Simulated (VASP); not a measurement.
Be$_{2}$C (antifluorite), at 1.04 of the tabulated volume:

```
CELL_PARAMETERS angstrom
      0.00000     2.19856     2.19856
      2.19856     0.00000     2.19856
      2.19856     2.19856     0.00000
ATOMIC_POSITIONS crystal
  Be 0.25000 0.25000 0.25000
  Be 0.75000 0.75000 0.75000
  C  0.00000 0.00000 0.00000
```

The lowest empty band near X, direction across the valley's axis, from mBJ (TB09) with spin-orbit coupling in VASP (PAW); its two spin partners are averaged. The gap over the points computed is 1.78 eV, and the next band on that side lies 4.10 eV away at the edge.

Run with 520 eV cut-off, 10×10×10 Γ-centred mesh, Gaussian smearing of 0.050 eV, potentials Be C.

| distance from the edge in k (1/Å) | distance in energy (meV) |
|---|---|
| 0.018 | 5.1 |
| 0.025 | 9.8 |
| 0.035 | 19.1 |
| 0.050 | 38.9 |
| 0.070 | 76.0 |

Task: Fit E(1 + αE) = ħ²k²/2m* (ħ²/2m0 = 3.810 eV Å²) and predict the row at 0.095 1/Å.

Result: The rows don't resolve α, so a parabola serves: the electron mass is m* = 0.245 m0, and so 140.1 meV. The run gave 139.1 meV, -1.0 meV from the fit.

Left out are points under 3 meV from the edge, since the levels carry 0.1 meV, and points farther than half the way to the next band.

The compound is Be2C in the antifluorite structure. The cell was not relaxed at this level.
